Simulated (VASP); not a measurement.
Output of a VASP run:

OSZICAR:
```
       N       E                     dE             d eps       ncg     rms          rms(c)
DAV:   1     0.102679787303E+03    0.10268E+03   -0.89297E+03   778   0.126E+03
DAV:   2    -0.190069954064E+01   -0.10458E+03   -0.98580E+02   889   0.254E+02
DAV:   3    -0.616929202419E+01   -0.42686E+01   -0.42552E+01   864   0.555E+01
DAV:   4    -0.620396363487E+01   -0.34672E-01   -0.34668E-01   854   0.555E+00
DAV:   5    -0.620446219656E+01   -0.49856E-03   -0.49856E-03   869   0.669E-01    0.663E+00
DAV:   6    -0.604364966111E+01    0.16081E+00   -0.37863E-01   838   0.866E+00    0.434E+00
DAV:   7    -0.604125389405E+01    0.23958E-02   -0.76391E-02   759   0.220E+00    0.199E+00
DAV:   8    -0.603985174869E+01    0.14021E-02   -0.48708E-03   814   0.873E-01    0.315E-01
DAV:   9    -0.603980305353E+01    0.48695E-04   -0.57838E-04   844   0.367E-01    0.577E-02
DAV:  10    -0.603983254091E+01   -0.29487E-04   -0.64403E-05   814   0.761E-02    0.147E-02
DAV:  11    -0.603983644114E+01   -0.39002E-05   -0.30924E-06   804   0.177E-02    0.319E-03
DAV:  12    -0.603983636760E+01    0.73537E-07   -0.13781E-07   422   0.416E-03
   1 F= -.60398364E+01 E0= -.60398364E+01  d E =-.603984E+01
       N       E                     dE             d eps       ncg     rms          rms(c)
DAV:   1    -0.662318995170E+01   -0.58335E+00   -0.10050E+01   754   0.350E+01    0.512E+00
DAV:   2    -0.609398372761E+01    0.52921E+00   -0.16872E+00   754   0.149E+01    0.142E+00
DAV:   3    -0.606467964369E+01    0.29304E-01   -0.81516E-02   764   0.214E+00    0.912E-01
DAV:   4    -0.606250191724E+01    0.21777E-02   -0.38984E-03   819   0.467E-01    0.429E-01
DAV:   5    -0.606221857542E+01    0.28334E-03   -0.43005E-04   859   0.277E-01    0.858E-02
DAV:   6    -0.606223658319E+01   -0.18008E-04   -0.12204E-04   854   0.132E-01    0.285E-02
DAV:   7    -0.606223321727E+01    0.33659E-05   -0.78804E-06   754   0.234E-02    0.121E-02
DAV:   8    -0.606223432762E+01   -0.11103E-05   -0.94938E-07   497   0.103E-02    0.147E-03
DAV:   9    -0.606223438754E+01   -0.59929E-07   -0.18722E-07   377   0.461E-03
   2 F= -.60622344E+01 E0= -.60622344E+01  d E =-.223980E-01
       N       E                     dE             d eps       ncg     rms          rms(c)
DAV:   1    -0.606369087604E+01   -0.14565E-02   -0.25671E-02   754   0.179E+00    0.252E-01
DAV:   2    -0.606237836041E+01    0.13125E-02   -0.37032E-03   754   0.754E-01    0.817E-02
DAV:   3    -0.606229461763E+01    0.83743E-04   -0.26543E-04   764   0.134E-01    0.556E-02
DAV:   4    -0.606229150105E+01    0.31166E-05   -0.10288E-05   814   0.313E-02    0.194E-02
DAV:   5    -0.606229280199E+01   -0.13009E-05   -0.22286E-06   708   0.244E-02    0.312E-03
DAV:   6    -0.606229285933E+01   -0.57344E-07   -0.85732E-07   377   0.124E-02
   3 F= -.60622929E+01 E0= -.60622929E+01  d E =-.224565E-01
```

File OUTCAR:
```
------------------------ aborting loop because EDIFF is reached ----------------------------------------
  FORCE on cell =-STRESS in cart. coord.  units (eV):
  Direction    XX          YY          ZZ          XY          YZ          ZX
  --------------------------------------------------------------------------------------
  Total       -0.0043103     -0.0043103     -0.0043103      0.0000000      0.0000000      0.0000000
  in kB       -0.1711749     -0.1711749     -0.1711749      0.0000000      0.0000000      0.0000000
  external PRESSURE =      -0.1711749 kB  Pullay stress =       0.0000000 kB
  volume of cell :       40.34
      direct lattice vectors                 reciprocal lattice vectors
     0.000000000  2.722165267  2.722165267    -0.183677312  0.183677312  0.183677312
     2.722165267  0.000000000  2.722165267     0.183677312 -0.183677312  0.183677312
     2.722165267  2.722165267 -0.000000000     0.183677312  0.183677312 -0.183677312
  FREE ENERGIE OF THE ION-ELECTRON SYSTEM (eV)
  ---------------------------------------------------
  free  energy   TOTEN  =        -6.0622928593 eV

  energy  without entropy=       -6.0622928593  energy(sigma->0) =       -6.06229286

 reached required accuracy - stopping structural energy minimisation
```
(Selected blocks of OUTCAR.)

**POSCAR**
```
AgCl
1
    0.0000000000     2.7750000000     2.7750000000
    2.7750000000     0.0000000000     2.7750000000
    2.7750000000     2.7750000000     0.0000000000
Ag Cl
1 1
Direct
  0.0000000000   0.0000000000   0.0000000000
  0.5000000000   0.5000000000   0.5000000000
```

### Question
Write an INCAR and KPOINTS that could have produced this output.

### Answer
Several could match; the one computed here: the input of the run itself, PBEsol GGA, plane waves, VASP's PBE PAW potentials (set 64).

**KPOINTS**
```
kpoints
0
G
8 8 8
0 0 0
```

### INCAR
```
# general
SYSTEM  = AgCl
PREC    = Accurate
ENCUT   = 520   # plane-wave cut-off (eV)
LREAL   = F   # projection in real space or not
LASPH   = T   # aspherical one-centre terms

# electronic loop
EDIFF   = 1E-6
NELM    = 100   # most electronic steps
ALGO    = Normal
LMAXMIX = 4

# smearing
ISMEAR  = 0   # Gaussian
SIGMA   = 0.05

# functional
GGA     = PS   # PBEsol

# ions
IBRION  = 2   # conjugate gradients
NSW     = 60   # most ionic steps
ISIF    = 3   # ions, shape and volume
EDIFFG  = -0.01   # ionic stop

# output
LWAVE   = F
LCHARG  = F
```

POTCAR, in this order: Ag Cl (PBE.64 set). Program: vasp_std.

Energy and stress use the plane-wave basis of the starting cell.

The compound is AgCl in the rock salt structure. This run relaxes it. Symmetry was kept, so distortions that lower it aren't found.
